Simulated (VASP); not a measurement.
All values below come from revTPSS meta-GGA, VASP's PBE PAW potentials (set 64) (plane waves; VASP).

Input for VASP

KPOINTS:
```
K-points
0
gamma
  5 5 4
0 0 0
```

### INCAR
```
ALGO = Normal
EDIFF = 1E-6
EDIFFG = -0.02
ENCUT = 520
IBRION = 2
ISIF = 3
ISMEAR = 0
LASPH = T
LCHARG = F
LMAXMIX = 4
LMIXTAU = T
LREAL = F
LWAVE = F
METAGGA = RTPSS
NELM = 100
NSW = 60
PREC = Accurate
SIGMA = 0.05
SYSTEM = PbO
```

POSCAR:
```
PbO
1
    3.9897209467     0.0000000000     0.0000000000
    0.0000000000     3.9897209467     0.0000000000
    0.0000000000    -0.0000000000     5.0319030167
Pb O
2 2
Direct
  0.5000000000   0.0000000000   0.7642971502
  0.0000000000   0.5000000000   0.2357028498
  0.5000000000   0.5000000000   1.0000000000
  0.0000000000   0.0000000000   0.0000000000
```

POTCAR, in this order: Pb_d O (PBE.64 set). Program: vasp_std.

Energy and stress use the plane-wave basis of the starting cell. Without a dispersion term in the relaxation, distances and binding between the weakly bound layers, chains or molecules are unreliable, and so is what depends on them.

### Question
Estimate the energy per atom (σ→0), volume per atom.

### Answer

```yaml
energy per atom (σ→0): 15.759 eV/atom
volume_per_atom: 20.45 Å^3/atom
```

File OSZICAR:
```
...
DAV:   4     0.630351013585E+02    0.23080E-04   -0.51215E-04  1200   0.245E-01    0.170E-02
DAV:   5     0.630352067695E+02    0.10541E-03   -0.15879E-04   864   0.136E-01    0.764E-03
DAV:   6     0.630350784321E+02   -0.12834E-03   -0.47773E-05   880   0.605E-02    0.235E-03
DAV:   7     0.630350771712E+02   -0.12608E-05   -0.35437E-06   904   0.217E-02    0.180E-03
DAV:   8     0.630350802952E+02    0.31240E-05   -0.23199E-06   728   0.152E-02    0.879E-04
DAV:   9     0.630350767666E+02   -0.35286E-05   -0.94408E-07   568   0.122E-02    0.367E-04
DAV:  10     0.630350769126E+02    0.14593E-06   -0.13855E-07   432   0.454E-03
   6 F= 0.63035077E+02 E0= 0.63035077E+02  d E =-.589490E-03
```

The compound is PbO in the litharge structure. This run relaxes it. Symmetry was kept, so distortions that lower it aren't found. The start is the result of an earlier pass.
